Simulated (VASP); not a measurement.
These are MS2 meta-GGA, VASP's PBE PAW potentials (set 64) (plane waves; VASP) values and carry that method's errors.

VASP input:

**KPOINTS**
```
Automatic mesh
0
Gamma
4 4 4
0 0 0
```

### INCAR
```
SYSTEM = CsPbCl3
PREC = Accurate
ENCUT = 520
EDIFF = 1E-6
NELM = 100
ALGO = Normal
LREAL = .FALSE.
LASPH = .TRUE.
ISMEAR = 0
SIGMA = 0.05
METAGGA = MS2
LMIXTAU = .TRUE.
LMAXMIX = 4
LWAVE = .FALSE.
LCHARG = .FALSE.
IBRION = 2
ISIF = 3
NSW = 60
EDIFFG = -0.02
```

### POSCAR
```
CsPbCl3
1
    5.6703035372    -0.0000000000    -0.0000000000
   -0.0000000000     5.6703035372    -0.0000000000
    0.0000000000    -0.0000000000     5.6703035372
Cs Pb Cl
1 1 3
Direct
  0.0000000000   0.0000000000   0.0000000000
  0.5000000000   0.5000000000   0.5000000000
  0.5000000000   0.0000000000   0.5000000000
  0.0000000000   0.5000000000   0.5000000000
  0.5000000000   0.5000000000   0.0000000000
```

POTCAR, in this order: Cs_sv Pb_d Cl (PBE.64 set). Program: vasp_std.

Output

File OSZICAR:
```
       N       E                     dE             d eps       ncg     rms          rms(c)
DAV:   1     0.416312337792E+03    0.41631E+03   -0.18696E+04   520   0.147E+03
DAV:   2     0.212757592465E+02   -0.39504E+03   -0.38601E+03   632   0.345E+02
DAV:   3    -0.281575877105E+02   -0.49433E+02   -0.48438E+02   622   0.131E+02
DAV:   4    -0.300885341698E+02   -0.19309E+01   -0.19228E+01   668   0.314E+01
DAV:   5    -0.301453201341E+02   -0.56786E-01   -0.56742E-01   668   0.492E+00    0.713E+00
DAV:   6    -0.122402267113E+02    0.17905E+02   -0.34720E+01   598   0.823E+01    0.545E+00
DAV:   7    -0.779958148298E+01    0.44406E+01   -0.36774E+00   616   0.201E+01    0.316E+00
DAV:   8    -0.681905423820E+01    0.98053E+00   -0.19140E+00   520   0.132E+01    0.214E+00
DAV:   9    -0.734632505745E+01   -0.52727E+00   -0.15407E+00   520   0.133E+01    0.904E-01
DAV:  10    -0.725206737706E+01    0.94258E-01   -0.24714E-01   540   0.551E+00    0.466E-01
DAV:  11    -0.738071812587E+01   -0.12865E+00   -0.20177E-01   542   0.516E+00    0.184E-01
DAV:  12    -0.724166309266E+01    0.13906E+00   -0.26568E-01   524   0.514E+00    0.143E-01
DAV:  13    -0.726231606723E+01   -0.20653E-01   -0.84719E-03   630   0.999E-01    0.487E-02
DAV:  14    -0.726908082989E+01   -0.67648E-02   -0.55097E-03   546   0.782E-01    0.577E-02
DAV:  15    -0.726866902240E+01    0.41181E-03   -0.19366E-04   694   0.139E-01    0.438E-02
DAV:  16    -0.726907404660E+01   -0.40502E-03   -0.45696E-04   612   0.278E-01    0.110E-02
DAV:  17    -0.726912169974E+01   -0.47653E-04   -0.66002E-05   620   0.102E-01    0.101E-02
DAV:  18    -0.726911478293E+01    0.69168E-05   -0.21892E-05   644   0.596E-02    0.428E-03
DAV:  19    -0.726913870973E+01   -0.23927E-04   -0.10840E-05   558   0.342E-02    0.310E-03
DAV:  20    -0.726913880507E+01   -0.95334E-07   -0.84368E-07   438   0.120E-02
   1 F= -.72691388E+01 E0= -.72691388E+01  d E =-.726914E+01
```

**OUTCAR**
```
------------------------ aborting loop because EDIFF is reached ----------------------------------------
  FORCE on cell =-STRESS in cart. coord.  units (eV):
  Direction    XX          YY          ZZ          XY          YZ          ZX
  --------------------------------------------------------------------------------------
  Total        0.0071927      0.0071927      0.0071927     -0.0000000     -0.0000000      0.0000000
  in kB        0.0632101      0.0632101      0.0632101     -0.0000000     -0.0000000      0.0000000
  external PRESSURE =       0.0632101 kB  Pullay stress =       0.0000000 kB
  volume of cell :      182.31
      direct lattice vectors                 reciprocal lattice vectors
     5.670303537  0.000000000  0.000000000     0.176357402  0.000000000  0.000000000
     0.000000000  5.670303537  0.000000000     0.000000000  0.176357402  0.000000000
     0.000000000  0.000000000  5.670303537     0.000000000  0.000000000  0.176357402
 POSITION                                       TOTAL-FORCE (eV/Angst)
 -----------------------------------------------------------------------------------
      0.00000      0.00000      0.00000         0.000000      0.000000      0.000000
      2.83515      2.83515      2.83515         0.000000      0.000000      0.000000
      2.83515      0.00000      2.83515         0.000000      0.000000      0.000000
      0.00000      2.83515      2.83515         0.000000      0.000000      0.000000
      2.83515      2.83515      0.00000         0.000000      0.000000      0.000000
 -----------------------------------------------------------------------------------
    total drift:                                0.000000     -0.000000     -0.000000
  FREE ENERGIE OF THE ION-ELECTRON SYSTEM (eV)
  ---------------------------------------------------
  free  energy   TOTEN  =        -7.2691388051 eV

  energy  without entropy=       -7.2691388051  energy(sigma->0) =       -7.26913881

 reached required accuracy - stopping structural energy minimisation
```
(Selected blocks of OUTCAR.)

The compound is CsPbCl3 in the cubic perovskite structure, the ideal cubic form; the compound distorts at low or room temperature. It was relaxed first. The start is the result of an earlier pass.
